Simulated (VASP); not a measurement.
**TiSi (relaxed from the CsCl type structure, space group Pm-3m): computed properties**

Computed with r2SCAN meta-GGA, VASP's PBE PAW potentials (set 64) (plane waves; VASP 6.6.1).

For TiSi, the space group comes out as Pm-3m (221) and the cell comes out as a = 3.1014 Å, b = 3.1014 Å, c = 3.1014 Å, α = 90.00°, β = 90.00°, γ = 90.00°. The volume per atom is 14.92 Å³/atom. The band gap (over mesh and band path) is none (metal, semimetal or under 0.01 eV) and the density is 4.23 g/cm³.

TiSi is taken in the cubic space group Pm-3m (No. 221), the CsCl type structure, Pearson symbol cP2. Cell: a = b = c = 3.1014 Å, α = β = γ = 90.00°. Ti on 1a sees 8 Si at 2.686 Å and 6 Ti at 3.101 Å. Si on 1b has 8 Ti at 2.686 Å (cubic). (Neighbours: up to the widest gap in distance over summed covalent radii, below 1.35, at either atom; cation-cation and far metal-metal contacts left out.)

The structure was generated: TiSi was put into the CsCl type type (Pm-3m), which need not be its known phase. It was relaxed first, which changed the volume by -32 %. Symmetry was kept, so distortions that lower it aren't found.
